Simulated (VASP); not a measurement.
The system is Na3AlO3.

```
CELL_PARAMETERS angstrom
2.80692 -4.38764 0.00000
2.80692 4.38764 0.00000
0.00000 0.00000 5.00308
ATOMIC_POSITIONS crystal
Na 0.00000 0.50000 0.00000
Na 0.50000 0.00000 0.00000
Na 0.50000 0.50000 0.00000
Al 0.50000 0.50000 0.50000
O 0.00000 0.50000 0.50000
O 0.50000 0.00000 0.50000
O 0.00000 0.00000 0.50000
```

The cell was built by a generator and needn't be a form met in nature.

```yaml
Program: VASP 6.6.1
Task: relaxation of cell and atoms
Functional: PBE
Potentials_or_basis: VASP PAW PBE potentials, release 64 (Na_pv, Al, O)
Cutoff: 520 eV
k_mesh: 3 × 3 × 3
Occupations: gaussian, width 0.15 eV
Spin: no spin polarisation
```

At the start: pressure -4.4 GPa; volume 17.60 Å³/atom.

**Question.** How do energy, volume and symmetry change on relaxing?

**Answer.** Over 18 steps the energy falls by 69.3 meV/atom and the volume is 15.32 Å³/atom (-13.0 %); space group Cmmm (No. 65, to 0.05 Å).

The path:
| step | energy change (eV) | largest force (eV/Å) | pressure (GPa) | volume (Å³) |
| --- | --- | --- | --- | --- |
| 1 | 0.0000 | 0.0000 | -4.43 | 123.23 |
| 2 | -0.1790 | 0.0000 | -2.26 | 114.75 |
| 3 | -0.2187 | 0.0000 | 0.13 | 107.93 |
| 4 | -0.2201 | 0.0000 | -0.26 | 108.73 |
| 5 | -0.2530 | 0.0000 | 0.22 | 107.15 |
| 6 | -0.2712 | 0.0000 | 0.67 | 105.07 |
| 7 | -0.3018 | 0.0000 | 0.34 | 105.62 |
| 8 | -0.3801 | 0.0000 | -0.06 | 107.01 |
| 9 | -0.3898 | 0.0000 | -0.79 | 108.60 |
| 10 | -0.4101 | 0.0000 | -0.45 | 108.18 |
| 11 | -0.4317 | 0.0000 | -0.58 | 108.31 |
| 12 | -0.4706 | 0.0000 | -0.50 | 108.51 |
| 13 | -0.4322 | 0.0000 | -0.36 | 108.16 |
| 14 | -0.4758 | 0.0000 | -0.29 | 108.51 |
| 15 | -0.4757 | 0.0000 | -0.34 | 108.51 |
| 16 | -0.4760 | 0.0000 | -0.34 | 108.51 |
| 17 | -0.4806 | 0.0000 | -0.10 | 108.08 |
| 18 | -0.4849 | 0.0000 | 0.18 | 107.22 |

Final structure:
```
Na Al O
1.0
     3.17231   -3.45598    0.00000
     3.17231    3.45598    0.00000
     0.00000    0.00000    4.88990
Na Al O
3 1 3
Cartesian
  1.5862 1.7280 0.0000
  1.5862 -1.7280 0.0000
  3.1723 0.0000 0.0000
  3.1723 0.0000 2.4449
  1.5862 1.7280 2.4449
  1.5862 -1.7280 2.4449
  0.0000 0.0000 2.4449
```

Caveat: the k mesh is coarse (spacing up to 0.44 Å⁻¹), so the values aren't converged.
